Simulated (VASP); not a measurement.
Wanted: the native input for a VASP 6.6.1 run.

```yaml
Task: relaxation of cell and atoms
Functional: PBE
Potentials_or_basis: VASP PAW PBE potentials, release 64 (Re, Pb_d)
Cutoff: 600 eV
k_mesh: 7 × 7 × 7
Occupations: methfessel-paxton, width 0.2 eV
Spin: no spin polarisation
Further_INCAR_settings: ALGO = Normal; EDIFF = 1e-07; IBRION = 2; EDIFFG = -0.005; NSW = 60; ISIF = 3
```

The structure of RePb2 lies in POSCAR:

```
RePb2
1.0
    0.0000000000      3.3657800000      3.3657800000
    3.3657800000      0.0000000000      3.3657800000
    3.3657800000      3.3657800000      0.0000000000
Re Pb
1 2
Direct
    0.0000000000      0.0000000000      0.0000000000
    0.2500000000      0.2500000000      0.2500000000
    0.7500000000      0.7500000000      0.7500000000
```

The cell was built by a generator and needn't be a form met in nature.

One way to write it, as run:

INCAR

```
SYSTEM = RePb2
PREC = Accurate
ENCUT = 600
EDIFF = 1E-7
ISMEAR = 1
SIGMA = 0.2
LREAL = .False.
LASPH = .True.
NELM = 60
ALGO = Normal
ISIF = 3
LWAVE = .False.
LCHARG = .False.
GGA = PE
IBRION = 2
NSW = 60
EDIFFG = -0.005
```

KPOINTS

```
Automatic mesh
0
Gamma
  7 7 7
  0 0 0
```

Potentials or basis: VASP PAW PBE potentials, release 64 (Re, Pb_d).

The run is started by

```console
$ cat potpaw_PBE.64/Re/POTCAR potpaw_PBE.64/Pb_d/POTCAR > POTCAR
$ mpirun -np 1 vasp_std > vasp.out
```

Results of the run:

- Relaxed volume: 25.46 Å³/atom
- Relaxed cell: a = 4.762 Å, b = 4.762 Å, c = 4.762 Å, α = 60.00°, β = 60.00°, γ = 60.00°
- Space group after relaxing (to 0.05 Å): Fm-3m (No. 225)
- Energy gained by relaxing: 0.0 meV/atom
- Ionic steps: 3
- Pressure after relaxing: 0.0 GPa
- Band gap on the k mesh: none (metal or under the smearing width)

Wall time 58 s on 1 thread of Intel(R) Xeon(R) 6975P-C (Granite Rapids) (shared host), peak memory 0.26 GiB.
